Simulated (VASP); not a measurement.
These are PBE GGA, VASP's PBE PAW potentials (set 64) (plane waves; VASP) values and carry that method's errors.

VASP input:

INCAR:
```
! general
SYSTEM  = In
PREC    = Accurate
ENCUT   = 300
LREAL   = .FALSE.   ! projection in real space or not
LASPH   = .TRUE.   ! aspherical one-centre terms

! electronic loop
EDIFF   = 1E-6   ! SCF stop (eV)
NELM    = 100   ! most electronic steps
ALGO    = Normal
LMAXMIX = 4   ! l cut-off of mixed one-centre charges

! smearing
ISMEAR  = -1   ! Fermi-Dirac
SIGMA   = 0.1   ! width (eV)

! functional
GGA     = PE

! ions
ISIF    = 2   ! forces and stress, cell fixed

! output
LWAVE   = .FALSE.
LCHARG  = .FALSE.
```

### KPOINTS
```
Automatic
0
G
 9 9 10
0 0 0
```

**POSCAR**
```
In
1
   -1.6250000000     1.6250000000     2.4750000000
    1.6250000000    -1.6250000000     2.4750000000
    1.6250000000     1.6250000000    -2.4750000000
In
1
Direct
  0.0000000000   0.0000000000   0.0000000000
```

POTCAR, in this order: In_d (PBE.64 set). Program: vasp_std.

Output

File OSZICAR:
```
       N       E                     dE             d eps       ncg     rms          rms(c)
DAV:   1     0.563891374908E+02    0.56389E+02   -0.48704E+03  4680   0.112E+03
DAV:   2    -0.692354464534E+00   -0.57081E+02   -0.56402E+02  4668   0.238E+02
DAV:   3    -0.253774026445E+01   -0.18454E+01   -0.18421E+01  5314   0.516E+01
DAV:   4    -0.257700038468E+01   -0.39260E-01   -0.39252E-01  5938   0.713E+00
DAV:   5    -0.257853527622E+01   -0.15349E-02   -0.15349E-02  5520   0.117E+00    0.228E+00
DAV:   6    -0.255680348934E+01    0.21732E-01   -0.37946E-02  5240   0.419E+00    0.116E+00
DAV:   7    -0.255165256434E+01    0.51509E-02   -0.13041E-02  5314   0.230E+00    0.245E-01
DAV:   8    -0.255127392368E+01    0.37864E-03   -0.67601E-04  5216   0.528E-01    0.299E-02
DAV:   9    -0.255127898947E+01   -0.50658E-05   -0.12394E-05  6394   0.473E-02    0.105E-02
DAV:  10    -0.255127951239E+01   -0.52293E-06   -0.65426E-07  2952   0.983E-03
   1 F= -.25512795E+01 E0= -.25432850E+01  d E =-.159890E-01
```

File OUTCAR:
```
------------------------ aborting loop because EDIFF is reached ----------------------------------------
  FORCE on cell =-STRESS in cart. coord.  units (eV):
  Direction    XX          YY          ZZ          XY          YZ          ZX
  --------------------------------------------------------------------------------------
  Total        0.3115343      0.3115343      0.1886692      0.0000000      0.0000000      0.0000000
  in kB       19.0930173     19.0930173     11.5629767      0.0000000      0.0000000      0.0000000
  external PRESSURE =      16.5830037 kB  Pullay stress =       0.0000000 kB
  volume of cell :       26.14
      direct lattice vectors                 reciprocal lattice vectors
    -1.625000000  1.625000000  2.475000000     0.000000000  0.307692308  0.202020202
     1.625000000 -1.625000000  2.475000000     0.307692308  0.000000000  0.202020202
     1.625000000  1.625000000 -2.475000000     0.307692308  0.307692308  0.000000000
 POSITION                                       TOTAL-FORCE (eV/Angst)
 -----------------------------------------------------------------------------------
      0.00000      0.00000      0.00000        -0.000000      0.000000      0.000000
 -----------------------------------------------------------------------------------
    total drift:                                0.000000     -0.000000      0.000000
  FREE ENERGIE OF THE ION-ELECTRON SYSTEM (eV)
  ---------------------------------------------------
  free  energy   TOTEN  =        -2.5512795124 eV

  energy  without entropy=       -2.5352904628  energy(sigma->0) =       -2.54328499
```
(Selected blocks of OUTCAR.)

File OUTCAR:
```
 val. band max:        7.5259152879   @ k =  -0.4444  -0.4444   0.2000

 cond. band min:       7.5451796074   @ k =  -0.2222   0.2222   0.5000


 Fermi energy:         7.5262463957

 k-point     1 :       0.0000    0.0000    0.0000
  band No.  band energies     occupation
      1      -7.1547      2.00000
      2      -7.0480      2.00000
      3      -7.0480      2.00000
      4      -6.9681      2.00000
      5      -6.8610      2.00000
      6      -2.0187      2.00000
      7      18.0776      0.00000
      8      18.0776      0.00000
      9      18.2509      0.00000
     10      19.1153      0.00000

 k-point     2 :       0.1111    0.0000    0.0000
  band No.  band energies     occupation
      1      -7.1368      2.00000
      2      -7.0500      2.00000
      3      -7.0296      2.00000
      4      -6.9620      2.00000
      5      -6.8681      2.00000
      6      -1.7471      2.00000
      7      15.4023      0.00000
      8      17.5766      0.00000
      9      17.7743      0.00000
     10      18.9096      0.00000

 k-point     3 :       0.2222    0.0000   -0.0000
  band No.  band energies     occupation
      1      -7.1189      2.00000
      2      -7.0688      2.00000
      3      -7.0016      2.00000
      4      -6.9103      2.00000
      5      -6.8661      2.00000
      6      -0.9199      2.00000
      7      11.5989      0.00000
      8      16.5154      0.00000
      9      17.2649      0.00000
     10      18.8412      0.00000

 k-point     4 :       0.3333   -0.0000    0.0000
  band No.  band energies     occupation
      1      -7.1300      2.00000
      2      -7.0994      2.00000
      3      -7.0097      2.00000
      4      -6.8224      2.00000
      5      -6.8159      2.00000
      6       0.4775      2.00000
      7       8.1065      0.00602
      8      15.6244      0.00000
      9      16.8946      0.00000
     10      18.7513      0.00000

 k-point     5 :       0.4444    0.0000   -0.0000
...
```

At this cut-off the stress carries a Pulay error, which pulls relaxed volumes low. Unless said otherwise, spin-orbit coupling is left out, though it shifts the bands of the heavy elements here.

The structure is a typed In crystal. The cell was not relaxed at this level.
